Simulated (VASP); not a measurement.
Method: PBEsol GGA, VASP's PBE PAW potentials (set 64) (plane waves; VASP).

VASP input:

### POSCAR
```
CdSe
1
   -0.0000000000     3.0396860779     3.0396860779
    3.0396860779     0.0000000000     3.0396860779
    3.0396860779     3.0396860779    -0.0000000000
Cd Se
1 1
Direct
  0.0000000000   0.0000000000   0.0000000000
  0.2500000000   0.2500000000   0.2500000000
```

### KPOINTS
```
kpoints
0
Gamma
 8 8 8
0 0 0
```

### INCAR
```
! general
SYSTEM  = CdSe
PREC    = Accurate
ENCUT   = 480   ! plane-wave cut-off (eV)
LREAL   = .FALSE.   ! projection in real space or not
LASPH   = .TRUE.   ! aspherical one-centre terms

! electronic loop
EDIFF   = 1E-7   ! SCF stop (eV)
NELM    = 100
ALGO    = Normal   ! blocked Davidson
LMAXMIX = 4   ! l cut-off of mixed one-centre charges

! smearing
ISMEAR  = 0   ! Gaussian
SIGMA   = 0.05

! functional
GGA     = PS

! ions
IBRION  = 2   ! conjugate gradients
NSW     = 40   ! most ionic steps
ISIF    = 3   ! ions, shape and volume
EDIFFG  = -0.01
PSTRESS = 200   ! kbar

! output
LWAVE   = .FALSE.
LCHARG  = .FALSE.
```

POTCAR, in this order: Cd Se (PBE.64 set). Program: vasp_std.

### Question
What will the output report for the number of irreducible k-points (NKPTS), number of bands (NBANDS), largest plane-wave count, number of space-group operations, FFT grid (NGX, NGY, NGZ)?

### Answer

```yaml
number of irreducible k-points (NKPTS): 29
number of bands (NBANDS): 13
largest_plane_wave_count: 1363
number_of_space_group_operations: 24
FFT grid (NGX, NGY, NGZ): 32 × 32 × 32
```

The compound is CdSe in the zinc blende structure, whereas wurtzite is the usual form. This run relaxes it under an external pressure of 20 GPa. Symmetry was kept, so distortions that lower it aren't found.
